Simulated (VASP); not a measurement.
The input files of a VASP run:

POSCAR:
```
Sb
1.0
  3.8674694103  -2.1390412668  -0.0200594142
  3.8674694103   2.1390412668  -0.0200594142
  2.7026378595   0.0000000000   3.4969939401
Sb
2
direct
  0.2342755400   0.2342755400   0.2342755400
  0.7657244600   0.7657244600   0.7657244600
```

### KPOINTS
```
Regular mesh
0
G
 7 7 7
0 0 0
```

INCAR:
```
SYSTEM = Sb
PREC = Accurate
ENCUT = 520
EDIFF = 1E-7
NELM = 100
ALGO = Normal
LREAL = .FALSE.
LASPH = .TRUE.
ISMEAR = 0
SIGMA = 0.05
GGA = PE
IVDW = 11
LMAXMIX = 4
LWAVE = .FALSE.
LCHARG = .FALSE.
ISIF = 4
IBRION = 2
NSW = 30
EDIFFG = -0.01
```

POTCAR, in this order: Sb (PBE.64 set). Program: vasp_std.

Task: Translate this PBE-D3 (zero damping) calculation to Quantum ESPRESSO's pw.x.

Result: One equivalent input (not run):
```
&CONTROL
  calculation = 'vc-relax'
  pseudo_dir = './pseudo'
  outdir = './out'
  tprnfor = .true.
  tstress = .true.
  nstep = 30
  forc_conv_thr = 0.00039
/
&SYSTEM
  ibrav = 0
  nat = 2
  ntyp = 1
  ecutwfc = 80
  occupations = 'smearing'
  smearing = 'gaussian'
  degauss = 0.003675
  input_dft = 'pbe'
  vdw_corr = 'grimme-d3'
  dftd3_version = 3
  dftd3_threebody = .false.
/
&ELECTRONS
  conv_thr = 7.3e-09
  electron_maxstep = 100
/
&IONS
/
&CELL
  cell_dofree = 'shape'
/
ATOMIC_SPECIES
  Sb 121.760 Sb.upf
CELL_PARAMETERS angstrom
     3.8674694   -2.1390413   -0.0200594
     3.8674694    2.1390413   -0.0200594
     2.7026379    0.0000000    3.4969939
ATOMIC_POSITIONS crystal
  Sb   0.2342755  0.2342755  0.2342755
  Sb   0.7657245  0.7657245  0.7657245
K_POINTS automatic
  7 7 7 0 0 0
```
The two are equivalent in intent, not identical: the potentials are each code's own (VASP's PAW set, PseudoDojo norm-conserving files in pw.x), so ENCUT and ecutwfc are chosen apart and not converted; conv_thr bounds pw.x's estimated SCF error, while EDIFF bounds the energy change between steps; forc_conv_thr acts on force components and is met together with etot_conv_thr.

The compound is Sb in the a7 structure. This cell is one point of a volume scan, at 0.94 of the reference volume. Symmetry was kept, so distortions that lower it aren't found.
